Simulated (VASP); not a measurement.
Energy against volume of Ti (hcp). The numbers are results of PBE GGA with D3 dispersion (zero damping), VASP's PBE PAW potentials (set 64) (plane waves; VASP 6.6.1), not measurements. Settings: 520 eV cut-off, 14×14×8 Γ-centred mesh, first-order Methfessel-Paxton smearing of 0.10 eV, potentials Ti_sv.

Shape and ions are relaxed at each volume.

```json
[
 {"V (Å³/atom)": "16.089", "E (eV/atom)": "-8.29571"},
 {"V (Å³/atom)": "16.587", "E (eV/atom)": "-8.30147"},
 {"V (Å³/atom)": "17.085", "E (eV/atom)": "-8.29614"},
 {"V (Å³/atom)": "17.582", "E (eV/atom)": "-8.28109"}
]
```

### Question
Fit these four points and predict the energy of the run at 15.592 Å³/atom.

### Answer
A cubic in V^(−2/3), the third-order Birch-Murnaghan form, passes through the four points with V0 = 16.59 Å³/atom and B0 = 119 GPa, and gives -8.2774 eV/atom there. The run gave -8.2773 eV/atom, +0.1 meV/atom from the fit; all five points give B0 = 119 GPa.

The compound is Ti in the hcp structure. It was relaxed first, which changed the volume by -6 %.
